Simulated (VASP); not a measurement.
# CaSi2Sb2 (P-3m1) in VASP: further runs, part 2 of 2

VASP 6.6.1.

**5. Band structure, revPBE**

POSCAR reads:

```
CaSi2Sb2
1.0
    4.9973900000      0.0000000000      0.0000000000
   -2.4987000000      4.3278700000      0.0000000000
    0.0000000000      0.0000000000      5.8616900000
Ca Si Sb
1 2 2
Direct
    0.0000000000      0.0000000000      0.0000000000
    0.3333300000      0.6666700000      0.2564800000
    0.6666700000      0.3333300000      0.7435200000
    0.3333300000      0.6666700000      0.7224000000
    0.6666700000      0.3333300000      0.2776000000
```

INCAR.step1 reads:

```
SYSTEM = CaSi2Sb2
  ALGO = Fast
  EDIFF = 1E-7
  ENCUT = 520
  GGA = RE
  ISIF = 2
  ISMEAR = -1
  LASPH = .True.
  LCHARG = .True.
  LREAL = .False.
  LWAVE = .False.
  NBANDS = 22
  NELM = 100
  PREC = Accurate
  SIGMA = 0.05
```

KPOINTS.step1 reads:

```
k-points
0
Gamma
  5 5 4
  0 0 0
```

INCAR.step2 reads:

```
SYSTEM = CaSi2Sb2
  ALGO = Fast
  EDIFF = 1E-7
  ENCUT = 520
  GGA = RE
  ICHARG = 11
  ISIF = 2
  ISMEAR = 0
  LASPH = .True.
  LCHARG = .False.
  LREAL = .False.
  LWAVE = .False.
  NBANDS = 22
  NELM = 100
  PREC = Accurate
  SIGMA = 0.05
```

KPOINTS.step2 reads:

```
path GMKGALHA,LM,KH
20
line-mode
reciprocal
 0.0000000000  0.0000000000  0.0000000000  G
 0.5000000000  0.0000000000  0.0000000000  M

 0.5000000000  0.0000000000  0.0000000000  M
 0.3333333333  0.3333333333  0.0000000000  K

 0.3333333333  0.3333333333  0.0000000000  K
 0.0000000000  0.0000000000  0.0000000000  G

 0.0000000000  0.0000000000  0.0000000000  G
 0.0000000000  0.0000000000  0.5000000000  A

 0.0000000000  0.0000000000  0.5000000000  A
 0.5000000000  0.0000000000  0.5000000000  L

 0.5000000000  0.0000000000  0.5000000000  L
 0.3333333333  0.3333333333  0.5000000000  H

 0.3333333333  0.3333333333  0.5000000000  H
 0.0000000000  0.0000000000  0.5000000000  A

 0.5000000000  0.0000000000  0.5000000000  L
 0.5000000000  0.0000000000  0.0000000000  M

 0.3333333333  0.3333333333  0.0000000000  K
 0.3333333333  0.3333333333  0.5000000000  H
```

Potentials or basis: VASP PAW PBE potentials, release 64 (Ca_sv, Si, Sb).

Started as:

```bash
cat potpaw_PBE.64/Ca_sv/POTCAR potpaw_PBE.64/Si/POTCAR potpaw_PBE.64/Sb/POTCAR > POTCAR
cp INCAR.step1 INCAR
cp KPOINTS.step1 KPOINTS
mpirun -np 1 vasp_std > vasp.out
cp INCAR.step2 INCAR
cp KPOINTS.step2 KPOINTS
mpirun -np 1 vasp_std > vasp.out
```

OUTCAR:

```text
SYSTEM = CaSi2Sb2
   EDIFF = 1E-7
   ENCUT = 520
   GGA = RE
   ICHARG = 11
   ISIF = 2
   ISMEAR = 0
   LASPH = .True.
   LREAL = .False.
   NELM = 100
   PREC = Accurate

 ion  position               nearest neighbor table
   1  0.000  0.000  0.000-   4 3.31   5 3.31   5 3.31   4 3.31   5 3.31   4 3.31
   2  0.333  0.667  0.256-   4 2.73   5 2.89   5 2.89   5 2.89   4 3.13
   3  0.667  0.333  0.744-   5 2.73   4 2.89   4 2.89   4 2.89   5 3.13
   4  0.333  0.667  0.722-   2 2.73   3 2.89   3 2.89   3 2.89   2 3.13   1 3.31   1 3.31   1 3.31
[... 802 lines left out ...]
  -------------------------------------------------------------------------------------
  Total        3.6054393     -1.5161312      0.7288849     -4.4354009     -0.1198715      0.2076238
  in kB       45.5646950    -19.1605107      9.2114762    -56.0535556     -1.5149080      2.6239002
  external PRESSURE =      11.8718869 kB  Pullay stress =       0.0000000 kB

 VOLUME and BASIS-vectors are now :
 -----------------------------------------------------------------------------
  energy-cutoff  :      520.00
  volume of cell :      126.78
      direct lattice vectors                 reciprocal lattice vectors
     4.997390000  0.000000000  0.000000000     0.200104455  0.115530504  0.000000000
    -2.498700000  4.327870000  0.000000000     0.000000000  0.231060545  0.000000000
     0.000000000  0.000000000  5.861690000     0.000000000  0.000000000  0.170599264

 POSITION                                       TOTAL-FORCE (eV/Angst)
 -----------------------------------------------------------------------------------
      0.00000      0.00000      0.00000         0.000000      0.000000      0.000000
     -0.00003      2.88526      1.50341         0.576952     -0.333103      0.349849
      2.49872      1.44261      4.35828        -0.576952      0.333103     -0.349849
     -0.00003      2.88526      4.23448         0.592928     -0.342327     -0.340274
      2.49872      1.44261      1.62721        -0.592928      0.342327      0.340274
 -----------------------------------------------------------------------------------
    total drift:                                0.000000      0.000000     -0.000000

  FREE ENERGIE OF THE ION-ELECTRON SYSTEM (eV)
  ---------------------------------------------------
  free  energy   TOTEN  =       -19.2489974856 eV

  energy  without entropy=      -19.2460539838  energy(sigma->0) =      -19.24752573
```

It took 8 min on 1 thread of Intel Xeon 6975P-C (Granite Rapids), shared host; peak memory 0.63 GiB.

Results:

```
Band gap along the path : none (metal or under the smearing width)
```

Levels at the corners of the path, in eV from the Fermi level:
| point | band 11 | band 12 | band 13 | band 14 | band 15 | band 16 | band 17 | band 18 |
| --- | --- | --- | --- | --- | --- | --- | --- | --- |
| Γ | -2.94 | -1.53 | -1.42 | -1.42 | -0.35 | -0.35 | 0.57 | 0.57 |
| M | -3.63 | -3.07 | -2.47 | 0.05 | 1.41 | 2.01 | 2.14 | 3.03 |
| M | -3.63 | -3.07 | -2.47 | 0.05 | 1.41 | 2.01 | 2.14 | 3.03 |
| K | -4.02 | -2.78 | -0.54 | -0.54 | 1.15 | 1.72 | 1.72 | 2.32 |
| K | -4.02 | -2.78 | -0.54 | -0.54 | 1.15 | 1.72 | 1.72 | 2.32 |
| Γ | -2.94 | -1.53 | -1.42 | -1.42 | -0.35 | -0.35 | 0.57 | 0.57 |
| Γ | -2.94 | -1.53 | -1.42 | -1.42 | -0.35 | -0.35 | 0.57 | 0.57 |
| A | -3.01 | -3.01 | -1.85 | -1.13 | -0.44 | -0.44 | 0.70 | 0.70 |
| A | -3.01 | -3.01 | -1.85 | -1.13 | -0.44 | -0.44 | 0.70 | 0.70 |
| L | -2.26 | -2.01 | -1.24 | 0.18 | 0.42 | 1.05 | 1.74 | 2.84 |
| L | -2.26 | -2.01 | -1.24 | 0.18 | 0.42 | 1.05 | 1.74 | 2.84 |
| H | -1.05 | -1.05 | -0.02 | -0.02 | 0.77 | 0.77 | 1.33 | 1.33 |
| H | -1.05 | -1.05 | -0.02 | -0.02 | 0.77 | 0.77 | 1.33 | 1.33 |
| A | -3.01 | -3.01 | -1.85 | -1.13 | -0.44 | -0.44 | 0.70 | 0.70 |
| L | -2.26 | -2.01 | -1.24 | 0.18 | 0.42 | 1.05 | 1.74 | 2.84 |
| M | -3.63 | -3.07 | -2.47 | 0.05 | 1.41 | 2.01 | 2.14 | 3.03 |
| K | -4.02 | -2.78 | -0.54 | -0.54 | 1.15 | 1.72 | 1.72 | 2.32 |
| H | -1.05 | -1.05 | -0.02 | -0.02 | 0.77 | 0.77 | 1.33 | 1.33 |

Caveat: the log is that of the step along the path at fixed density, whose energy, stress, charges and moments have no meaning; the PAW data sets were made with another functional, which shifts forces and pressure a little; spin-orbit coupling is left out, which moves the levels of the heavy elements.

**6. Band structure, BLYP**

POSCAR is that of step 5.

INCAR.step1, as its differences from that of step 5:

```diff
@@ -1,2 +1,6 @@
 SYSTEM = CaSi2Sb2
+  AGGAC = 1.0
+  AGGAX = 1.0
+  ALDAC = 0.0
+  ALDAX = 1.0
   ALGO = Fast
@@ -4,3 +8,3 @@
   ENCUT = 520
-  GGA = RE
+  GGA = B5
   ISIF = 2
```

KPOINTS.step1 is that of step 5.

INCAR.step2, as its differences from that of step 5:

```diff
@@ -1,2 +1,6 @@
 SYSTEM = CaSi2Sb2
+  AGGAC = 1.0
+  AGGAX = 1.0
+  ALDAC = 0.0
+  ALDAX = 1.0
   ALGO = Fast
@@ -4,3 +8,3 @@
   ENCUT = 520
-  GGA = RE
+  GGA = B5
   ICHARG = 11
```

KPOINTS.step2 is that of step 5.

Potentials or basis: VASP PAW PBE potentials, release 64 (Ca_sv, Si, Sb).

Started as:

```bash
cat potpaw_PBE.64/Ca_sv/POTCAR potpaw_PBE.64/Si/POTCAR potpaw_PBE.64/Sb/POTCAR > POTCAR
cp INCAR.step1 INCAR
cp KPOINTS.step1 KPOINTS
mpirun -np 1 vasp_std > vasp.out
cp INCAR.step2 INCAR
cp KPOINTS.step2 KPOINTS
mpirun -np 1 vasp_std > vasp.out
```

Run time: 8.9 min. Hardware: 1 thread of Intel Xeon 6975P-C (Granite Rapids), shared host; peak memory 0.63 GiB.

It converged, with:

```
Band gap along the path : none (metal or under the smearing width)
```

Levels at the corners of the path, in eV from the Fermi level:
```tsv
point	band 11	band 12	band 13	band 14	band 15	band 16	band 17	band 18
Γ	-3.14	-1.54	-1.41	-1.41	-0.26	-0.26	0.53	0.53
M	-3.54	-3.01	-2.46	0.03	1.36	1.98	2.15	3.18
M	-3.54	-3.01	-2.46	0.03	1.36	1.98	2.15	3.18
K	-3.92	-2.74	-0.53	-0.53	1.32	1.61	1.61	2.46
K	-3.92	-2.74	-0.53	-0.53	1.32	1.61	1.61	2.46
Γ	-3.14	-1.54	-1.41	-1.41	-0.26	-0.26	0.53	0.53
Γ	-3.14	-1.54	-1.41	-1.41	-0.26	-0.26	0.53	0.53
A	-2.93	-2.93	-1.83	-1.05	-0.41	-0.41	0.79	0.79
A	-2.93	-2.93	-1.83	-1.05	-0.41	-0.41	0.79	0.79
L	-2.20	-1.97	-1.24	0.24	0.42	1.09	1.66	2.77
L	-2.20	-1.97	-1.24	0.24	0.42	1.09	1.66	2.77
H	-1.06	-1.06	-0.01	-0.01	0.76	0.76	1.38	1.38
H	-1.06	-1.06	-0.01	-0.01	0.76	0.76	1.38	1.38
A	-2.93	-2.93	-1.83	-1.05	-0.41	-0.41	0.79	0.79
L	-2.20	-1.97	-1.24	0.24	0.42	1.09	1.66	2.77
M	-3.54	-3.01	-2.46	0.03	1.36	1.98	2.15	3.18
K	-3.92	-2.74	-0.53	-0.53	1.32	1.61	1.61	2.46
H	-1.06	-1.06	-0.01	-0.01	0.76	0.76	1.38	1.38
```

Caveat: the log is that of the step along the path at fixed density, whose energy, stress, charges and moments have no meaning; the PAW data sets were made with another functional, which shifts forces and pressure a little; spin-orbit coupling is left out, which moves the levels of the heavy elements.
